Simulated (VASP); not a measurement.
Crystal: Sb.

```
Sb
1.0
     2.15420    1.24373    3.75800
    -2.15420    1.24373    3.75800
     0.00000   -2.48746    3.75800
Sb
2
Direct
  0.23349 0.23349 0.23349
  0.76651 0.76651 0.76651
```

* Program: VASP 6.6.1
* Task: relaxation of cell and atoms
* Functional: PBE
* Dispersion: D3(BJ)
* Potentials or basis: VASP PAW PBE potentials, release 64 (Sb)
* Cutoff: 600 eV
* k mesh: 12 × 12 × 10
* Occupations: methfessel-paxton, width 0.1 eV
* Spin: no spin polarisation

At the start: pressure 0.2 GPa; volume 30.21 Å³/atom.

Question: How do energy, volume and symmetry change on relaxing?

Answer: Over 8 steps the energy falls by 5.2 meV/atom and the volume is 29.70 Å³/atom (-1.7 %); space group R-3m (No. 166, to 0.05 Å).

Step by step:
```csv
step,energy change (eV),largest force (eV/Å),pressure (GPa),volume (Å³)
1,0.0000,0.2471,0.20,60.41
2,-0.0043,0.1021,-0.48,60.74
3,-0.0047,0.0433,-0.77,60.89
4,-0.0079,0.0207,-0.48,60.33
5,-0.0100,0.0114,0.00,59.47
6,-0.0100,0.0146,0.06,59.38
7,-0.0102,0.0124,0.02,59.39
8,-0.0103,0.0098,-0.03,59.40
```

Final structure:
```cif
data_structure
_symmetry_space_group_name_H-M 'P 1'
_symmetry_Int_Tables_number 1
_cell_length_a 4.4384
_cell_length_b 4.4384
_cell_length_c 4.4384
_cell_angle_alpha 58.291
_cell_angle_beta 58.291
_cell_angle_gamma 58.291
_cell_volume 59.40
loop_
_atom_site_label
_atom_site_type_symbol
_atom_site_fract_x
_atom_site_fract_y
_atom_site_fract_z
_atom_site_occupancy
Sb1 Sb 0.23703 0.23703 0.23703 1
Sb2 Sb 0.76297 0.76297 0.76297 1
```

Caveat: pairwise dispersion overbinds metals, which lowers pressure and volume.
